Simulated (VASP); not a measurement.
# A VASP study of CdTe (PBE + D3(BJ)): structure first, properties next, part 5 of 6

Aim: relax CdTe, then compute properties on the relaxed cell. The start is a cell from a database of measured crystal structures.

VASP 6.6.1, plane waves and PAW; the level of theory is named at each step.

Still holding for the runs below: Spin-orbit coupling is off here; with elements this heavy it splits and shifts levels by tenths of an eV or more.

So far, gap on the k-mesh (eV): step 2 (relaxing cell and atoms (PBE + D3(BJ)), PBE with D3(BJ)) 0.725; step 6 (density of states (PBE + D3(BJ)), PBE with D3(BJ)) 0.729; step 7 (independent-particle dielectric function (PBE + D3(BJ)), PBE with D3(BJ)) 0.729; step 8 (core-level energies (PBE + D3(BJ)), PBE with D3(BJ)) 0.725; step 10 (starting orbitals for the hybrid, PBE) 0.717.

## 11. Bands along the symmetry lines (HSE06)

This step: HSE06; plane waves and PAW (Cd, Te) (VASP 6.6.1).

HSE06 mixes in a quarter of exact exchange at short range, at far higher cost; in semiconductors this cures much of the gap error, while metals seldom gain.

INCAR reads:

```
SYSTEM = CdTe
PREC = Accurate
ENCUT = 400
EDIFF = 1E-06
NELM = 100
ISMEAR = 0
SIGMA = 0.05
LREAL = .FALSE.
ALGO = Normal
LHFCALC = .TRUE.
AEXX = 0.25
GGA = PE
HFSCREEN = 0.2
LASPH = .TRUE.
NBANDS = 15
PRECFOCK = Fast
LORBIT = 11
LWAVE = .FALSE.
LCHARG = .FALSE.
KPAR = 2
```

POSCAR reads:

```
CdTe
1.0
    0.0000000000      3.2547367159      3.2547367159
    3.2547367159      0.0000000000      3.2547367159
    3.2547367159      3.2547367159      0.0000000000
Cd Te
1 1
Direct
    0.0000000000      0.0000000000      0.0000000000
    0.2500000000      0.2500000000      0.2500000000
```

KPOINTS reads:

```
Automatic mesh
0
Gamma
4 4 4
0 0 0
```

KPOINTS_OPT reads:

```
Line mode
6
Line-mode
Reciprocal
  0.00000000   0.00000000   0.00000000 GAMMA
  0.50000000   0.00000000   0.50000000 X

  0.50000000   0.00000000   0.50000000 X
  0.50000000   0.25000000   0.75000000 W

  0.50000000   0.25000000   0.75000000 W
  0.37500000   0.37500000   0.75000000 K

  0.37500000   0.37500000   0.75000000 K
  0.00000000   0.00000000   0.00000000 GAMMA

  0.00000000   0.00000000   0.00000000 GAMMA
  0.50000000   0.50000000   0.50000000 L

  0.50000000   0.50000000   0.50000000 L
  0.62500000   0.25000000   0.62500000 U

  0.62500000   0.25000000   0.62500000 U
  0.50000000   0.25000000   0.75000000 W

  0.50000000   0.25000000   0.75000000 W
  0.50000000   0.50000000   0.50000000 L

  0.50000000   0.50000000   0.50000000 L
  0.37500000   0.37500000   0.75000000 K

  0.62500000   0.25000000   0.62500000 U
  0.50000000   0.00000000   0.50000000 X
```

PAW data sets: Cd and Te (PBE family, release 64).

The run starts from files that an earlier step left in the folder.

Run with:

```
mpirun -np 2 vasp_std
```

What it wrote:

```text
[banner, memory and clock lines left out]
running    2 mpi-ranks, on    1 nodes
 distrk:  each k-point on    1 cores,    2 groups
 distr:  one band on    1 cores,    1 groups

 POSCAR found type information on POSCAR CdTe
 POSCAR found :  2 types and       2 ions
 LDA part: xc-table for (Slater+PW92), standard interpolation
 found WAVECAR, reading the header
 POSCAR, INCAR and KPOINTS ok, starting setup
 FFT: planning ... GRIDC
 FFT: planning ... GRID_SOFT
 FFT: planning ... GRID
 reading WAVECAR
 the WAVECAR file was read successfully
 initial charge from wavefunction
 entering main loop
       N       E                     dE             d eps       ncg     rms          rms(c)
DAV:   1    -0.599534478345E+01   -0.59953E+01   -0.11460E+00   240   0.813E+00    0.943E+00
DAV:   2    -0.600225036742E+01   -0.69056E-02   -0.51209E-02   275   0.258E+00    0.617E+00
DAV:   3    -0.600135116280E+01    0.89920E-03   -0.36318E-03   339   0.694E-01    0.379E+00
DAV:   4    -0.600107922993E+01    0.27193E-03   -0.31693E-04   275   0.174E-01    0.226E+00
DAV:   5    -0.600100615388E+01    0.73076E-04   -0.73275E-05   254   0.676E-02    0.136E+00
DAV:   6    -0.600099104364E+01    0.15110E-04   -0.17997E-05   268   0.337E-02    0.815E-01
DAV:   7    -0.600098776629E+01    0.32774E-05   -0.26352E-06   229   0.148E-02    0.489E-01
DAV:   8    -0.600098779510E+01   -0.28813E-07   -0.81829E-07   190   0.835E-03
   1 F= -.60009878E+01 E0= -.60009878E+01  d E =-.124486E-15
 Start KPOINTS_OPT (optional k-point list driver)
k-point batch [1-8\60]
       N       E                     dE             ncg
DAV:   1     0.187287165878E+03   -0.24286E+04      240
DAV:   2    -0.729007097294E+03   -0.91629E+03      268
DAV:   3    -0.774941439054E+03   -0.45934E+02      303
DAV:   4    -0.775650544189E+03   -0.70911E+00      388
DAV:   5    -0.775654964758E+03   -0.44206E-02      296
DAV:   6    -0.775654997713E+03   -0.32955E-04      353
DAV:   7    -0.775654998147E+03   -0.43344E-06      225
[...]
k-point batch [57-60\60]
       N       E                     dE             ncg
DAV:   1     0.208592003884E+04   -0.19937E+04      120
DAV:   2     0.164429684089E+04   -0.44162E+03      141
DAV:   3     0.162383512998E+04   -0.20462E+02      155
DAV:   4     0.162352052734E+04   -0.31460E+00      187
DAV:   5     0.162351864186E+04   -0.18855E-02      148
DAV:   6     0.162351863013E+04   -0.11731E-04      180
DAV:   7     0.162351862997E+04   -0.15675E-06      116
```

Wall time 9.1 min (2 MPI ranks of AMD EPYC 9R14 (Zen 4), shared host); peak memory 0.51 GiB.

OUTCAR, selected parts (step 11):

```text
   k-points           NKPTS =      8   k-points in BZ     NKDIM =     64   number of bands    NBANDS=     15

   NELECT =      18.0000    total number of electrons

  exchange ACFDT corr.  =         0.00000000  see jH, gK, PRB 81, 115126

 E-fermi :   1.9952

 k-point     1 :       0.0000    0.0000    0.0000
  band No.  band energies     occupation
    ...
      5      -7.5868      2.00000
      6      -7.5868      2.00000
      7       1.7214      2.00000
      8       1.7214      2.00000
      9       1.7214      2.00000
     10       3.2578      0.00000
     11       7.2172      0.00000
     12       7.2172      0.00000
     13       7.2172      0.00000
     14      10.2267      0.00000
    ...

 POSITION                                       TOTAL-FORCE (eV/Angst)
 -----------------------------------------------------------------------------------
      0.00000      0.00000      0.00000        -0.000000      0.000000     -0.000000
      1.62737      1.62737      1.62737         0.000000     -0.000000      0.000000
 -----------------------------------------------------------------------------------
    total drift:                               -0.000012     -0.000015     -0.000007

  FREE ENERGIE OF THE ION-ELECTRON SYSTEM (eV)
  ---------------------------------------------------
  free  energy   TOTEN  =        -6.0009877951 eV

  energy  without entropy=       -6.0009877951  energy(sigma->0) =       -6.00098780

[... 7 parts as in an earlier step ...]

[... 9 further parts left out ...]
```

The k-mesh is coarse for exact exchange; levels may shift by about 0.1 eV on a finer one. The PAW data sets were made with PBE, which is usual practice but a small mismatch for other functionals.

This step gave:

```
SCF cycles                        : 8
free energy (TOTEN)               : -6.001 eV
Fermi energy                      : 1.995 eV
least gap on mesh and path        : 1.536 eV
least direct gap on mesh and path : 1.536 eV
```

The electronic bands at the labelled points (eV, zero at the valence-band top; v1 is the highest filled band, c1 the lowest empty one):

```
          point     v4     v3     v2     v1    c1    c2    c3     c4
              Γ  -9.31   0.00   0.00   0.00  1.54  5.50  5.50   5.50
0.40 of the way  -9.30  -2.15  -0.83  -0.83  3.59  4.31  6.85   6.85
              X  -8.69  -4.54  -1.95  -1.95  3.32  3.49  9.93  10.32
0.60 of the way  -8.64  -4.44  -2.28  -2.17  4.33  4.44  7.97   8.18
              W  -8.61  -4.38  -2.45  -2.28  5.24  5.46  6.47   7.16
0.60 of the way  -8.64  -4.40  -2.63  -1.82  4.10  5.42  7.54   7.92
              K  -8.65  -4.41  -2.68  -1.62  3.69  5.41  8.31   8.51
0.60 of the way  -9.29  -2.53  -1.08  -0.29  3.34  5.43  6.00   6.42
              Γ  -9.31   0.00   0.00   0.00  1.54  5.50  5.50   5.50
0.40 of the way  -9.31  -2.18  -0.32  -0.32  2.73  5.79  5.95   5.95
              L  -8.87  -4.66  -0.81  -0.81  2.62  6.08  6.08   7.99
0.60 of the way  -8.75  -4.44  -2.25  -1.25  3.84  5.73  7.25   7.65
              U  -8.65  -4.41  -2.68  -1.62  3.69  5.41  8.31   8.51
0.40 of the way  -8.64  -4.40  -2.63  -1.82  4.10  5.42  7.54   7.92
              W  -8.61  -4.38  -2.45  -2.28  5.24  5.46  6.47   7.16
0.40 of the way  -8.72  -4.40  -2.38  -1.52  4.42  5.40  6.84   8.44
              L  -8.87  -4.66  -0.81  -0.81  2.62  6.08  6.08   7.99
0.40 of the way  -8.81  -4.55  -1.67  -1.03  3.49  5.63  6.64   8.05
              K  -8.65  -4.41  -2.68  -1.62  3.69  5.41  8.31   8.51
      jump to U  -8.65  -4.41  -2.68  -1.62  3.69  5.41  8.31   8.51
0.40 of the way  -8.66  -4.48  -2.35  -1.83  3.50  4.29  8.95   9.37
              X  -8.69  -4.54  -1.95  -1.95  3.32  3.49  9.93  10.32
```

Of the projections kept (Cd, Te), the largest for each band there; the rest of the weight can lie on other orbitals:

```
point       v4       v3       v2       v1       c1       c2       c3       c4
    Γ  Cd 1.00  Te 0.84  Te 0.84  Te 0.84  Cd 0.56  Cd 0.70  Cd 0.70  Cd 0.70
    X  Cd 0.84  Cd 0.51  Te 0.81  Te 0.81  Cd 0.59  Cd 0.63  Te 0.80  Te 0.54
    W  Cd 0.84  Cd 0.50  Te 0.78  Te 0.80  Te 0.54  Te 0.74  Cd 0.62  Cd 0.50
    K  Cd 0.84  Cd 0.50  Te 0.79  Te 0.81  Cd 0.61  Te 0.60  Te 0.62  Te 0.58
    Γ  Cd 1.00  Te 0.84  Te 0.84  Te 0.84  Cd 0.56  Cd 0.70  Cd 0.70  Cd 0.70
    L  Cd 0.89  Te 0.59  Te 0.82  Te 0.82  Cd 0.64  Cd 0.59  Cd 0.59  Te 0.74
```

The electronic bands as a text plot (rows in eV, shown from -8.0 to 5.5 only):

```
    5.2 |+++         +++++    +++++++          ++++ +++      +
    4.7 |           +  +                           ++         +
    4.1 |   +++    ++     ++++               +  +          +   +
    3.5 |   ++++++++    ++    ++            + ++     ++   + +++++
    3.0 |                            +++   +           + +
    2.4 | ++                    +  ++   +++             +
    1.8 |
    1.3 |+                       ++
    0.7 |
    0.2 |*                      *****
   -0.4 | **                *****    ***
   -1.0 | ***             **  ***  **   ******       *******
   -1.5 |    ****       **                  * **    *     * ***
   -2.1 |   *    *******    **       *       *  **** **    *   **
   -2.7 |            *******  **              *******       ***
   -3.2 |    **                       **
   -3.8 |                   **
   -4.3 |      *************            *   ************  *******
   -4.9 |                                ***            **
   -5.5 |
   -6.0 |
   -6.6 |
   -7.2 |
   -7.7 |
         Γ       X    W  K        Γ      L     U  W     L   K|U X
```

The gap moves by +0.81 eV against PBE with D3(BJ), which ran on another mesh.

(Part 5 of 6 ends here.)

[Lines on the potential files, build, host, timing and source positions are cut from VASP's logs without a mark.]

[Logs are printed without paths, hosts, clocks, repeated set-up lines and the standing remarks that a program may print on its own settings, such as how far it seeks lower states.]

[Hosts, paths, dates, database ids (printed as entryN), source tags and the programs' standing remarks are cut or masked in the printed files.]

[A measured line is paired with the nearest computed mode of its activity, which favours agreement.]
